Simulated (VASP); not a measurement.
All values below come from PBE GGA, VASP's PBE PAW potentials (set 64) (plane waves; VASP 6.6.1).

The input files of a VASP run:

File POSCAR:
```
CsPbCl3
1
    5.7147643435     0.0000000000     0.0000000000
   -0.0000000000     5.7147643435     0.0000000000
    0.0000000000    -0.0000000000     5.7147643435
Cs Pb Cl
1 1 3
Direct
  0.0000000000   0.0000000000   0.0000000000
  0.5000000000   0.5000000000   0.5000000000
  0.5000000000   0.0000000000   0.5000000000
  0.0000000000   0.5000000000   0.5000000000
  0.5000000000   0.5000000000   0.0000000000
```

### INCAR
```
NELM=100   # most electronic steps
LREAL=.FALSE.   # projection in real space or not
LCHARG=.FALSE.
LASPH=.TRUE.   # aspherical one-centre terms
LWAVE=.FALSE.
ISMEAR=0   # Gaussian
EDIFFG=-0.02   # ionic stop
ALGO=Normal   # blocked Davidson
EDIFF=1E-6
IBRION=2
SYSTEM=CsPbCl3
ENCUT=400
NSW=60   # most ionic steps
LMAXMIX=4
PREC=Accurate
ISIF=3   # ions, shape and volume
GGA=PE
SIGMA=0.05   # width (eV)
```

File KPOINTS:
```
Automatic mesh
0
Gamma
4 4 4
0 0 0
```

POTCAR, in this order: Cs_sv Pb_d Cl (PBE.64 set). Program: vasp_std.

The resulting files:

OSZICAR:
```
       N       E                     dE             d eps       ncg     rms          rms(c)
DAV:   1     0.375971032452E+03    0.37597E+03   -0.16958E+04   520   0.125E+03
DAV:   2     0.223253871598E+02   -0.35365E+03   -0.34671E+03   692   0.316E+02
DAV:   3    -0.168947155456E+02   -0.39220E+02   -0.39065E+02   574   0.119E+02
DAV:   4    -0.184737270127E+02   -0.15790E+01   -0.15759E+01   752   0.324E+01
DAV:   5    -0.185127755474E+02   -0.39049E-01   -0.39038E-01   662   0.362E+00    0.495E+00
DAV:   6    -0.175802728331E+02    0.93250E+00   -0.19855E+00   700   0.148E+01    0.330E+00
DAV:   7    -0.175336212261E+02    0.46652E-01   -0.70907E-01   766   0.486E+00    0.186E+00
DAV:   8    -0.175482625822E+02   -0.14641E-01   -0.88346E-02   710   0.250E+00    0.286E-01
DAV:   9    -0.175462830849E+02    0.19795E-02   -0.23590E-02   736   0.116E+00    0.138E-01
DAV:  10    -0.175469450623E+02   -0.66198E-03   -0.23002E-03   614   0.307E-01    0.455E-02
DAV:  11    -0.175470345936E+02   -0.89531E-04   -0.19319E-04   674   0.111E-01    0.139E-02
DAV:  12    -0.175470378222E+02   -0.32286E-05   -0.33019E-05   678   0.678E-02    0.939E-03
DAV:  13    -0.175470369343E+02    0.88792E-06   -0.33700E-06   596   0.114E-02
   1 F= -.17547037E+02 E0= -.17547037E+02  d E =-.175470E+02
       N       E                     dE             d eps       ncg     rms          rms(c)
DAV:   1    -0.175734053706E+02   -0.26368E-01   -0.66929E-01   694   0.877E+00    0.893E-01
DAV:   2    -0.175519983329E+02    0.21407E-01   -0.46704E-02   664   0.206E+00    0.290E-01
DAV:   3    -0.175487024475E+02    0.32959E-02   -0.12469E-02   660   0.111E+00    0.131E-01
DAV:   4    -0.175485898601E+02    0.11259E-03   -0.51919E-04   742   0.199E-01    0.526E-02
DAV:   5    -0.175485685228E+02    0.21337E-04   -0.70623E-05   682   0.692E-02    0.174E-02
DAV:   6    -0.175485637588E+02    0.47641E-05   -0.52516E-06   548   0.218E-02    0.371E-03
DAV:   7    -0.175485630213E+02    0.73747E-06   -0.64386E-07   376   0.947E-03
   2 F= -.17548563E+02 E0= -.17548563E+02  d E =-.152609E-02
```

OUTCAR:
```
------------------------ aborting loop because EDIFF is reached ----------------------------------------
  FORCE on cell =-STRESS in cart. coord.  units (eV):
  Direction    XX          YY          ZZ          XY          YZ          ZX
  --------------------------------------------------------------------------------------
  Total        0.0654617      0.0654617      0.0654617      0.0000000     -0.0000000      0.0000000
  in kB        0.5572526      0.5572526      0.5572526      0.0000000     -0.0000000      0.0000000
  external PRESSURE =       0.5572526 kB  Pullay stress =       0.0000000 kB
  volume of cell :      188.21
      direct lattice vectors                 reciprocal lattice vectors
     5.730800385  0.000000000 -0.000000000     0.174495696 -0.000000000  0.000000000
     0.000000000  5.730800385  0.000000000    -0.000000000  0.174495696 -0.000000000
    -0.000000000  0.000000000  5.730800385     0.000000000 -0.000000000  0.174495696
 POSITION                                       TOTAL-FORCE (eV/Angst)
 -----------------------------------------------------------------------------------
      0.00000      0.00000      0.00000        -0.000000     -0.000000      0.000000
      2.86540      2.86540      2.86540         0.000000     -0.000000      0.000000
      2.86540      0.00000      2.86540        -0.000000      0.000000      0.000000
      0.00000      2.86540      2.86540        -0.000000      0.000000      0.000000
      2.86540      2.86540     -0.00000        -0.000000     -0.000000      0.000000
 -----------------------------------------------------------------------------------
    total drift:                                0.000000      0.000000     -0.000000
  FREE ENERGIE OF THE ION-ELECTRON SYSTEM (eV)
  ---------------------------------------------------
  free  energy   TOTEN  =       -17.5485630213 eV

  energy  without entropy=      -17.5485630213  energy(sigma->0) =      -17.54856302

 reached required accuracy - stopping structural energy minimisation
```
(Selected blocks of OUTCAR.)

### CONTCAR
```
CsPbCl3
   1.00000000000000
     5.7308003853795899    0.0000000000000000   -0.0000000000000000
     0.0000000000000000    5.7308003853795899    0.0000000000000000
    -0.0000000000000000    0.0000000000000000    5.7308003853795899
  Cs              Pb              Cl
     1     1     3
Direct
     0.0000000000000000    0.0000000000000000    0.0000000000000000
     0.5000000000000000    0.5000000000000000    0.5000000000000000
     0.5000000000000000    0.0000000000000000    0.5000000000000000
     0.0000000000000000    0.5000000000000000    0.5000000000000000
     0.5000000000000000    0.5000000000000000    0.0000000000000000
```

File OUTCAR:
```
 val. band max:        0.9871145559   @ k =   0.5000   0.5000   0.5000

 cond. band min:       3.1900735482   @ k =   0.5000   0.5000   0.5000


 Fermi energy:         1.2821872661

 k-point     1 :       0.0000    0.0000    0.0000
  band No.  band energies     occupation
      1     -20.0548      2.00000
      2     -15.5372      2.00000
      3     -15.5372      2.00000
      4     -15.3773      2.00000
      5     -15.3773      2.00000
      6     -15.3773      2.00000
      7     -13.5676      2.00000
      8     -12.8819      2.00000
      9     -12.8819      2.00000
     10      -6.8423      2.00000
     11      -6.8423      2.00000
     12      -6.8423      2.00000
     13      -5.4822      2.00000
     14      -3.0502      2.00000
     15      -3.0502      2.00000
     16      -3.0502      2.00000
     17      -1.1464      2.00000
     18      -1.1464      2.00000
     19      -1.1464      2.00000
     20      -1.0684      2.00000
     21      -1.0684      2.00000
     22      -1.0684      2.00000
     23       4.6475      0.00000
     24       5.7215      0.00000
     25       5.7215      0.00000
     26       6.6083      0.00000

 k-point     2 :       0.2500    0.0000    0.0000
  band No.  band energies     occupation
      1     -20.0540      2.00000
      2     -15.5371      2.00000
      3     -15.5019      2.00000
      4     -15.3778      2.00000
      5     -15.3778      2.00000
      6     -15.3772      2.00000
      7     -13.5034      2.00000
      8     -13.0067      2.00000
      9     -12.8810      2.00000
     10      -6.8393      2.00000
     11      -6.8351      2.00000
     12      -6.8351      2.00000
     13      -5.9480      2.00000
     14      -3.0139      2.00000
     15      -3.0139      2.00000
     16      -2.1447      2.00000
     17      -1.1958      2.00000
     18      -1.1926      2.00000
     19      -1.1926      2.00000
     20      -1.1127      2.00000
     21      -1.1127      2.00000
     22      -1.0194      2.00000
...
```

Unless said otherwise, spin-orbit coupling is left out, though it shifts the bands of the heavy elements here.

The compound is CsPbCl3 in the cubic perovskite structure, the ideal cubic form; the compound distorts at low or room temperature. This run relaxes it. Symmetry was kept, so distortions that lower it aren't found. The start is the result of an earlier pass.
